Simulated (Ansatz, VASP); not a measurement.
# Cross-check of La12Hf19O56 (amorphous 76HfO2-24La2O3 (mol %)) between VASP and Ansatz, part 2 of 3

Wanted: the spread between two codes on one cell, functional and k mesh. Of the first pair: The structure shown is the start of the Ansatz relaxation below; VASP solves that cell, so the two are compared at the walk's first step.

VASP 6.6.1 and Ansatz 0.2.0.

So far: The starting structure; Ansatz: relaxation, PBE.

**3. VASP: single point, PBE, start cell, pair 1**

Level of this step: PBE; plane waves and PAW (Hf_pv, La, O) (VASP).

The same cell, functional, mesh and smearing now go to VASP, with its own data sets.

Lines of VASP's logs that name or quote its potential files are left out, and so is its time.

INCAR

```
SYSTEM = La12Hf19O56
PREC = Accurate
ENCUT = 520
EDIFF = 1E-06
NELM = 200
ISMEAR = -1
SIGMA = 0.025
LREAL = Auto
ALGO = Normal
GGA = PE
NBANDS = 392
LASPH = .TRUE.
LORBIT = 11
LWAVE = .FALSE.
LCHARG = .FALSE.
ISIF = 2
GGA_COMPAT = .FALSE.
EFERMI = MIDGAP
LMAXMIX = 6
NCORE = 2
```

POSCAR

```
La12Hf19O56
1.0
   11.0542000000      0.0000000000      0.0000000000
    0.0000000000     11.0542000000      0.0000000000
    0.0000000000      0.0000000000     11.0542000000
Hf La O
19 12 56
Direct
    0.7781386260      0.1708219500      0.3432631941
    0.4713231170      0.9802880353      0.5429700928
    0.5888621519      0.4744079174      0.5743608764
    0.0935933853      0.3280924897      0.3387943044
    0.5812813229      0.3411373053      0.1171862279
    0.8892638092      0.5079336361      0.5855331005
    0.2726836858      0.1570715203      0.0781331982
    0.7977872664      0.8587867055      0.1681894664
    0.3844602052      0.6245499448      0.8375097248
    0.7713538745      0.3286262235      0.8400607914
    0.0864286877      0.6838396266      0.3490166633
    0.6693835827      0.7558213168      0.7329612274
    0.6476904706      0.5756364097      0.3134736118
    0.3890557435      0.7015342585      0.5478912992
    0.4380235567      0.2816666968      0.3663132565
    0.6328725733      0.6045575437      0.0195038990
    0.0086392502      0.2291527202      0.6094697038
    0.1040509490      0.4174340974      0.8660328201
    0.6822655642      0.1662625970      0.6142190299
    0.8865318160      0.9608384144      0.8281377214
    0.5890611713      0.0523782816      0.9615711675
    0.4275840857      0.8278663313      0.2051708853
    0.8497765555      0.8660328201      0.4671708491
    0.1373233703      0.7945758173      0.0435671509
    0.0870619312      0.7293155543      0.6639919669
    0.9698033327      0.1645890250      0.0861572977
    0.2000416131      0.0186173581      0.7900707423
    0.3754771942      0.2868954786      0.7358831937
    0.2120280075      0.0132166959      0.3911002153
    0.9155705524      0.5449964719      0.0977185142
    0.2782743211      0.5095438838      0.1321036348
    0.9398418701      0.3313491705      0.9404660672
    0.1417922600      0.2777586800      0.7391308281
    0.0697381991      0.8620976642      0.4225995549
    0.0598415082      0.5074179950      0.2654013859
    0.7471458812      0.7381085922      0.3142787357
    0.2835483346      0.4702285104      0.8270883465
    0.3731975177      0.1254003003      0.9181125726
    0.9235494201      0.2669664019      0.2722313691
    0.4026614319      0.8471169329      0.4216677824
    0.8719310307      0.9812017152      0.0413960305
    0.6268838993      0.2330064591      0.4397061750
    0.6897921152      0.2072967741      0.1866168515
    0.9769680303      0.7595664996      0.1997611767
    0.6424978741      0.3384776827      0.6923069964
    0.7247290623      0.5902191022      0.6564111378
    0.7445767220      0.4972770531      0.9132365979
    0.2003763275      0.3268169565      0.0163829133
    0.6769191800      0.9082792061      0.8395270576
    0.8807693004      0.3479311031      0.6890322230
    0.5092001230      0.1174304789      0.6697906678
    0.4054838885      0.1048832118      0.4132275515
    0.7809158510      0.7140815256      0.0480903186
    0.8486638563      0.1698720848      0.5181288560
    0.1227316314      0.1868158709      0.4669537370
    0.6358940493      0.2653471079      0.9551392231
    0.6620831901      0.9996381466      0.5208879883
    0.7724484811      0.1458631109      0.7804363952
    0.8387943044      0.8158889834      0.6718441859
    0.2925042065      0.7302020951      0.7134844674
    0.3264008250      0.7088708364      0.9904923016
    0.4267970545      0.2374210707      0.1653217781
    0.4639503537      0.5698377087      0.6758878978
    0.0918564889      0.5602757323      0.9938032603
    0.7150223444      0.4876065206      0.1543485734
    0.2942682419      0.9814821516      0.6105371714
    0.1286388884      0.0746955908      0.9801523403
    0.4894881583      0.4773660690      0.0186987751
    0.8302636102      0.9958658248      0.2988456876
    0.2288813302      0.7061840748      0.2261764759
    0.5249769318      0.8150295815      0.6282589423
    0.2184056739      0.6560764234      0.4847116933
    0.5373432722      0.4192071792      0.2857285014
    0.5286497440      0.6110799515      0.4539179678
    0.6181360931      0.9181758969      0.1301134410
    0.9571565559      0.6536067739      0.4887463589
    0.7405239637      0.4802608963      0.4541893579
    0.0731034358      0.8431365454      0.8469812379
    0.0099238299      0.3903493695      0.4976208138
    0.5461363102      0.6605814984      0.1774981455
    0.2974435056      0.9831195383      0.1565016012
    0.2765374247      0.3732970274      0.3191185251
    0.5602757323      0.6833601708      0.8689728791
    0.0203361618      0.5384288325      0.7313238407
    0.4407103183      0.3594923197      0.5387997322
    0.1458088328      0.1839029509      0.2175372257
    0.0157677625      0.0610899025      0.6932206763
```

KPOINTS

```
Automatic mesh
0
Gamma
1 1 1
0 0 0
```

PAW data sets: Hf_pv, La and O (PBE family, release 64).

Launch:

```
$ mpirun -np 8 vasp_gam
```

Numbers of over 12 decimals in the logs are rounded to 6 here.

Log:

```text
[banner, memory and clock lines left out]
running    8 mpi-ranks, on    1 nodes
[...]
LDA part: xc-table for (Slater+PW92), standard interpolation
 POSCAR, INCAR and KPOINTS ok, starting setup
[...]
entering main loop
       N       E                     dE             d eps       ncg     rms          rms(c)
DAV:   1     0.153813517256E+05    0.15381E+05   -0.26679E+05   968   0.267E+03
DAV:   2     0.498941705545E+04   -0.10392E+05   -0.95959E+04   824   0.838E+02
DAV:   3     0.108007572222E+04   -0.39093E+04   -0.35748E+04   832   0.361E+02
DAV:   4    -0.384634096645E+03   -0.14647E+04   -0.13113E+04   992   0.192E+02
[...]
DAV:  20    -0.820542807983E+03   -0.26909E-05   -0.26330E-05  1480   0.159E-02    0.109E-02
DAV:  21    -0.820542809839E+03   -0.18559E-05   -0.81042E-06   960   0.961E-03    0.479E-03
DAV:  22    -0.820542810084E+03   -0.24485E-06   -0.45795E-06   752   0.782E-03
   1 F= -.82054281E+03 E0= -.82054281E+03  d E =0.000000E+00
```

Parts of OUTCAR (step 3):

```text
  Total      -52.5670470    -46.3560532    -39.3498812     14.7485968      3.1367697    -11.7460655
  in kB      -62.3508258    -54.9838418    -46.6736811     17.4936056      3.7205853    -13.9322432
  external PRESSURE =     -54.6694496 kB  Pullay stress =       0.0000000 kB

 POSITION                                       TOTAL-FORCE (eV/Angst)
 -----------------------------------------------------------------------------------
      8.60170      1.88830      3.79450        -0.389784      0.375087     -0.842040
      5.21010     10.83630      6.00210         0.723939      0.882016      0.326791
      6.50940      5.24420      6.34910         0.223669      0.033615      0.023170
      1.03460      3.62680      3.74510        -0.015748     -0.203884      0.591473
[...]
10.12090      6.02450      1.08020        -0.330407     -0.164593      0.127279
      3.07610      5.63260      1.46030         0.277622     -0.909420     -0.001166
     10.38920      3.66280     10.39610         0.186689      0.245588     -0.052185
      1.56740      3.07040      8.17050         0.625666     -0.015361      0.069997
      0.77090      9.52980      4.67150        -0.323836     -0.577435      0.167757
      0.66150      5.60910      2.93380         0.352834      0.048364      0.008815
      8.25910      8.15920      3.47410         0.058716      0.080739      0.104617
      3.13440      5.19800      9.14280         0.134259      0.283189      0.224993
      4.12540      1.38620     10.14900        -0.014251      0.003030     -0.381605
[...]
-----------------------------------------------------------------------------------
    total drift:                                0.004660     -0.030705     -0.026787

  FREE ENERGIE OF THE ION-ELECTRON SYSTEM (eV)
  ---------------------------------------------------
  free  energy   TOTEN  =      -820.5428100835 eV

  energy  without entropy=     -820.5428100835  energy(sigma->0) =     -820.54281008

[... 3 further parts left out ...]
[key lines of the parts left out:]
E-fermi :   4.7353
```

The run ends at a pressure of -5.47 GPa, with forces up to 1.6 eV/Å.

**4. Differences**

Known differences besides the potentials themselves: the data sets hold 962 valence electrons in Ansatz (on its default PAW (the set named soft_2) files) and 658 in VASP; the cutoff is 420 eV in Ansatz and 520 eV in VASP (PREC = Accurate, projectors in real space). Total energies have different zeros and are not compared.

Forces on 10 of the 87 atoms, those with the largest forces and the largest differences (eV/Å; atoms numbered as in POSCAR):

```csv
atom,"Ansatz x, y, z","VASP x, y, z"
Hf1,"-0.389, 0.351, -0.855","-0.390, 0.375, -0.842"
Hf2,"0.762, 0.890, 0.308","0.724, 0.882, 0.327"
Hf8,"-1.192, 0.090, -1.062","-1.200, 0.082, -1.072"
Hf10,"-0.083, 1.145, 0.751","-0.110, 1.122, 0.684"
Hf12,"-1.246, 0.752, -0.625","-1.257, 0.779, -0.600"
La31,"0.279, -0.906, -0.004","0.278, -0.909, -0.001"
O51,"-0.259, 0.210, 0.217","-0.158, 0.160, 0.092"
O58,"-0.313, -0.285, 0.206","-0.369, -0.146, 0.142"
O60,"0.621, -0.353, 0.661","0.725, -0.442, 0.635"
O80,"-0.107, -0.291, 0.268","0.025, -0.379, 0.251"
```

The forces differ by 54 meV/Å r.m.s., which is 15.2 % of the r.m.s. force of 0.353 eV/Å (both taken over all components).

**5. Ansatz: relaxation, PBE**

This run makes the geometry at which the two programs are then compared. The cell compared in this pair holds 1284.87 Å³, against 1350.77 Å³ for the pair before.

The structure compared here is the end of the Ansatz relaxation.

input.yaml

```yaml
crystal:
  lattice:
    - [11.0542, 0.0, 0.0]
    - [0.0, 11.0542, 0.0]
    - [0.0, 0.0, 11.0542]
  atoms:
    - { symbol: Hf, position: [0.77814, 0.17082, 0.34326] }
    - { symbol: Hf, position: [0.47132, 0.98029, 0.54297] }
    - { symbol: Hf, position: [0.58886, 0.47441, 0.57436] }
    - { symbol: Hf, position: [0.09359, 0.32809, 0.33879] }
    - { symbol: Hf, position: [0.58128, 0.34114, 0.11719] }
    - { symbol: Hf, position: [0.88926, 0.50793, 0.58553] }
    - { symbol: Hf, position: [0.27268, 0.15707, 0.07813] }
    - { symbol: Hf, position: [0.79779, 0.85879, 0.16819] }
    - { symbol: Hf, position: [0.38446, 0.62455, 0.83751] }
    - { symbol: Hf, position: [0.77135, 0.32863, 0.84006] }
    - { symbol: Hf, position: [0.08643, 0.68384, 0.34902] }
    - { symbol: Hf, position: [0.66938, 0.75582, 0.73296] }
    - { symbol: Hf, position: [0.64769, 0.57564, 0.31347] }
    - { symbol: Hf, position: [0.38906, 0.70153, 0.54789] }
    - { symbol: Hf, position: [0.43802, 0.28167, 0.36631] }
    - { symbol: Hf, position: [0.63287, 0.60456, 0.0195] }
    - { symbol: Hf, position: [0.00864, 0.22915, 0.60947] }
    - { symbol: Hf, position: [0.10405, 0.41743, 0.86603] }
    - { symbol: Hf, position: [0.68227, 0.16626, 0.61422] }
    - { symbol: La, position: [0.88653, 0.96084, 0.82814] }
    - { symbol: La, position: [0.58906, 0.05238, 0.96157] }
    - { symbol: La, position: [0.42758, 0.82787, 0.20517] }
    - { symbol: La, position: [0.84978, 0.86603, 0.46717] }
    - { symbol: La, position: [0.13732, 0.79458, 0.04357] }
    - { symbol: La, position: [0.08706, 0.72932, 0.66399] }
    - { symbol: La, position: [0.9698, 0.16459, 0.08616] }
    - { symbol: La, position: [0.20004, 0.01862, 0.79007] }
    - { symbol: La, position: [0.37548, 0.2869, 0.73588] }
    - { symbol: La, position: [0.21203, 0.01322, 0.3911] }
    - { symbol: La, position: [0.91557, 0.545, 0.09772] }
    - { symbol: La, position: [0.27827, 0.50954, 0.1321] }
    - { symbol: O, position: [0.93984, 0.33135, 0.94047] }
    - { symbol: O, position: [0.14179, 0.27776, 0.73913] }
    - { symbol: O, position: [0.06974, 0.8621, 0.4226] }
    - { symbol: O, position: [0.05984, 0.50742, 0.2654] }
    - { symbol: O, position: [0.74715, 0.73811, 0.31428] }
    - { symbol: O, position: [0.28355, 0.47023, 0.82709] }
    - { symbol: O, position: [0.3732, 0.1254, 0.91811] }
    - { symbol: O, position: [0.92355, 0.26697, 0.27223] }
    - { symbol: O, position: [0.40266, 0.84712, 0.42167] }
    - { symbol: O, position: [0.87193, 0.9812, 0.0414] }
    - { symbol: O, position: [0.62688, 0.23301, 0.43971] }
    - { symbol: O, position: [0.68979, 0.2073, 0.18662] }
    - { symbol: O, position: [0.97697, 0.75957, 0.19976] }
    - { symbol: O, position: [0.6425, 0.33848, 0.69231] }
    - { symbol: O, position: [0.72473, 0.59022, 0.65641] }
    - { symbol: O, position: [0.74458, 0.49728, 0.91324] }
    - { symbol: O, position: [0.20038, 0.32682, 0.01638] }
    - { symbol: O, position: [0.67692, 0.90828, 0.83953] }
    - { symbol: O, position: [0.88077, 0.34793, 0.68903] }
    - { symbol: O, position: [0.5092, 0.11743, 0.66979] }
    - { symbol: O, position: [0.40548, 0.10488, 0.41323] }
    - { symbol: O, position: [0.78092, 0.71408, 0.04809] }
    - { symbol: O, position: [0.84866, 0.16987, 0.51813] }
    - { symbol: O, position: [0.12273, 0.18682, 0.46695] }
    - { symbol: O, position: [0.63589, 0.26535, 0.95514] }
    - { symbol: O, position: [0.66208, 0.99964, 0.52089] }
    - { symbol: O, position: [0.77245, 0.14586, 0.78044] }
    - { symbol: O, position: [0.83879, 0.81589, 0.67184] }
    - { symbol: O, position: [0.2925, 0.7302, 0.71348] }
    - { symbol: O, position: [0.3264, 0.70887, 0.99049] }
    - { symbol: O, position: [0.4268, 0.23742, 0.16532] }
    - { symbol: O, position: [0.46395, 0.56984, 0.67589] }
    - { symbol: O, position: [0.09186, 0.56028, 0.9938] }
    - { symbol: O, position: [0.71502, 0.48761, 0.15435] }
    - { symbol: O, position: [0.29427, 0.98148, 0.61054] }
    - { symbol: O, position: [0.12864, 0.0747, 0.98015] }
    - { symbol: O, position: [0.48949, 0.47737, 0.0187] }
    - { symbol: O, position: [0.83026, 0.99587, 0.29885] }
    - { symbol: O, position: [0.22888, 0.70618, 0.22618] }
    - { symbol: O, position: [0.52498, 0.81503, 0.62826] }
    - { symbol: O, position: [0.21841, 0.65608, 0.48471] }
    - { symbol: O, position: [0.53734, 0.41921, 0.28573] }
    - { symbol: O, position: [0.52865, 0.61108, 0.45392] }
    - { symbol: O, position: [0.61814, 0.91818, 0.13011] }
    - { symbol: O, position: [0.95716, 0.65361, 0.48875] }
    - { symbol: O, position: [0.74052, 0.48026, 0.45419] }
    - { symbol: O, position: [0.0731, 0.84314, 0.84698] }
    - { symbol: O, position: [0.00992, 0.39035, 0.49762] }
    - { symbol: O, position: [0.54614, 0.66058, 0.1775] }
    - { symbol: O, position: [0.29744, 0.98312, 0.1565] }
    - { symbol: O, position: [0.27654, 0.3733, 0.31912] }
    - { symbol: O, position: [0.56028, 0.68336, 0.86897] }
    - { symbol: O, position: [0.02034, 0.53843, 0.73132] }
    - { symbol: O, position: [0.44071, 0.35949, 0.5388] }
    - { symbol: O, position: [0.14581, 0.1839, 0.21754] }
    - { symbol: O, position: [0.01577, 0.06109, 0.69322] }
kpoints:
  mp_grid: { grid: [1, 1, 1] }
hamiltonian:
  xc: pbe
scf:
  occupations: { method: fermi_dirac, width: 0.025 }
output:
  forces: true
relax:
  f_tol: 0.04
  max_steps: 250
  cell: {}
```

Launch:

```
$ ansatz run input.yaml --threads 4 --pin off --max-ram 8192MiB --backend cpu --events-out ev --progress --plain --runs-dir out
```

Log:

```text
[...]
Crystal: 87 atoms, lattice volume = 1350.772 Å³
Basis set: ecut = 420 eV, 26529 PW (Γ), exchange–correlation on 150×150×150 points (8 copies of the dense FFT grid, shifted against one another)
Bands: 578, of which v1, the nominal top of the filled ones, is band 481 counted from 1 (480 counted from 0)
Symmetry: 1 space group operations
[...]
k-points: 1
[...]
- { symbol: O, position: [0.066593, 0.865343, 0.414933] }
    - { symbol: O, position: [0.073732, 0.498410, 0.268597] }
    - { symbol: O, position: [0.713456, 0.776098, 0.317544] }
    - { symbol: O, position: [0.260701, 0.477669, 0.808013] }
    - { symbol: O, position: [0.368248, 0.110745, 0.903551] }
    - { symbol: O, position: [0.909395, 0.287477, 0.253495] }
[...]
- { symbol: O, position: [-0.00174617, 0.514187, 0.727138] }
    - { symbol: O, position: [0.431676, 0.351469, 0.525770] }
    - { symbol: O, position: [0.129513, 0.161595, 0.216211] }
    - { symbol: O, position: [0.033151, 0.033521, 0.683906] }
[key lines of the parts left out:]
P = ⅓ Tr σ = -0.0297 GPa (-0.297 kbar)
```

(Continued in part 3 of 3.)

[Lines on the potential files, build, host, timing and source positions are cut from VASP's logs without a mark.]

[Logs are printed without paths, hosts, clocks, repeated set-up lines and the standing remarks that a program may print on its own settings, such as how far it seeks lower states.]

[Hosts, paths, dates, database ids (printed as entryN), source tags and the programs' standing remarks are cut or masked in the printed files.]
